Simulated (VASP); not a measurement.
Set up this calculation in VASP 6.6.1, as the native input.

| Item | Value |
| --- | --- |
| Task | single point |
| Functional | LDA |
| Potentials or basis | VASP PAW PBE potentials, release 64 (Pm, Te) |
| Cutoff | 520 eV |
| k mesh | 5 × 5 × 5 |
| Occupations | gaussian, width 0.05 eV |
| Spin | collinear spin, zero start |
| Starting moments | [0.0, 0.0] μB |
| Hubbard terms | Pm f U = 6 eV |
| Further INCAR settings | ALGO = Normal; EDIFF = 1e-06 |

The structure of PmTe lies in POSCAR:

```
PmTe
1.0
    4.1812492200      0.0000000000      0.0000000000
   -2.0906246100      3.6210680400      0.0000000000
    0.0000000000      0.0000000000      4.0806920800
Pm Te
1 1
Direct
    0.0000000000      0.0000000000      0.0000000000
    0.6666666667      0.3333333333      0.5000000000
```

The cell comes from a database or a generator and needn't be the stable form of this composition.

The input as run:

INCAR

```
SYSTEM = PmTe
PREC = Accurate
ENCUT = 520
EDIFF = 1E-6
ISMEAR = 0
SIGMA = 0.05
LREAL = .False.
LASPH = .True.
NELM = 150
ALGO = Normal
ISIF = 2
LWAVE = .False.
LCHARG = .False.
ISPIN = 2
MAGMOM = 0 0
LORBIT = 11
LMAXMIX = 6
LDAU = .True.
LDAUTYPE = 2
LDAUL = 3 -1
LDAUU = 6 0
LDAUJ = 0 0
LDAUPRINT = 1
GGA = CA
```

KPOINTS

```
regular mesh
0
Gamma
  5 5 5
  0 0 0
```

Potentials or basis: VASP PAW PBE potentials, release 64 (Pm, Te).

Launch:

```sh
$ cat potpaw_PBE.64/Pm/POTCAR potpaw_PBE.64/Te/POTCAR > POTCAR
$ mpirun -np 1 vasp_std > vasp.out
```

It gave:

```json
{"Pressure": "3.9 GPa", "Band gap on the k mesh": "none (metal or under the smearing width)", "Net moment": "1.09 μB per cell", "Site moments": "Pm +1.04; Te -0.01 μB", "Valence electrons inside the program's atomic spheres": "Pm 12.60; Te 3.54"}
```

Caveat: the magnetic or orbital state may not be the lowest; the PAW data sets were made with another functional, which shifts forces and pressure a little; spin-orbit coupling is left out, which moves the levels of the heavy elements; the U is typed as a test and isn't derived for this compound.

Run time: 27 s on 1 thread of Intel(R) Xeon(R) 6975P-C (Granite Rapids), on a shared host, peak memory 0.19 GiB.
